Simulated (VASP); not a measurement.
Data:

```
CoGe2
1.0
    4.51388     0.00000     0.00000
   -2.25694     3.90913     0.00000
    0.00000     0.00000     6.94275
Co Ge
3 6
Direct
  0.50000   0.00000   0.00000
  0.50000   0.50000   0.33333
  0.00000   0.50000   0.66667
  0.17054   0.34107   0.00000
  0.82946   0.17054   0.33333
  0.65893   0.82946   0.66667
  0.82946   0.65893   0.00000
  0.17054   0.82946   0.33333
  0.34107   0.17054   0.66667
```

The numbers are results of PBEsol GGA, VASP's PBE PAW potentials (set 64) (plane waves; VASP 6.6.1), not measurements. Settings: 400 eV cut-off, 9×9×5 Γ-centred mesh, tetrahedra with Blöchl corrections, potentials Co Ge_d.

The cores are frozen, which limits the accuracy of field gradients.

Task: Give the principal components of the electric field gradient (V/Å²) and the asymmetry η at each nucleus.

Result: 
```
atom    Vxx    Vyy   Vzz     η
----  -----  -----  ----  ----
Co1     8.0    0.5  -8.4  0.89
Co2     8.0    0.5  -8.4  0.89
Co3     8.0    0.5  -8.4  0.89
Ge4   -12.0  -11.0  23.0  0.04
Ge5   -12.0  -11.0  23.0  0.04
Ge6   -12.0  -11.0  23.0  0.04
Ge7   -12.0  -11.0  23.0  0.04
Ge8   -12.0  -11.0  23.0  0.04
Ge9   -12.0  -11.0  23.0  0.04
```

The structure was generated: CoGe2 was put into the CrSi2 type (P6_222), which need not be its known phase. It was relaxed first. The run is not spin-polarised, so no magnetic state was tried.
